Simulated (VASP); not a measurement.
Data:

```xyz
3
Lattice="2.2757 -3.9416 0.0000 2.2757 3.9416 0.0000 0.0000 0.0000 6.9859" Properties=species:S:1:pos:R:3 pbc="T T T"
Pb     2.2757    -3.9416     0.0000
I      2.2757     1.3139     1.8937
I      2.2757    -1.3139     5.0923
```

All values below come from PBE GGA with D3 dispersion (Becke-Johnson damping), VASP's PBE PAW potentials (set 64) (plane waves; VASP). Settings: 520 eV cut-off, 6×6×4 Γ-centred mesh, tetrahedra with Blöchl corrections, potentials Pb_d I.

Unless said otherwise, spin-orbit coupling is left out, though it shifts the bands of the heavy elements here.

Tabulate the total density of states (states/eV per cell) against energy (eV; zero at the valence-band maximum or, without a gap, the Fermi level).

(E (eV), DOS (states/eV)): (-9.90, 0.00); (-9.55, 0.00); (-9.09, 0.00); (-8.75, 0.00); (-8.29, 0.00); (-7.94, 0.00); (-7.48, 5.44); (-7.14, 2.27); (-6.68, 0.00); (-6.33, 0.00); (-5.87, 0.00); (-5.53, 0.00); (-5.07, 0.00); (-4.72, 0.00); (-4.38, 0.00); (-3.92, 0.00); (-3.57, 0.00); (-3.11, 2.15); (-2.77, 2.93); (-2.31, 4.08); (-1.96, 4.62); (-1.50, 4.51); (-1.16, 4.48); (-0.70, 2.58); (-0.35, 5.37); (0.11, 0.00); (0.45, 0.00); (0.80, 0.00); (1.26, 0.00); (1.60, 0.00); (2.06, 0.00); (2.41, 0.10); (2.87, 1.81); (3.21, 5.52); (3.67, 7.29); (4.02, 3.16); (4.48, 0.12); (4.82, 0.00); (5.28, 0.38); (5.63, 1.45)
Within 2 eV below the valence-band maximum the largest weight inside VASP's projection spheres is I p.

The compound is PbI2 in the 1T layered structure. It was relaxed first.
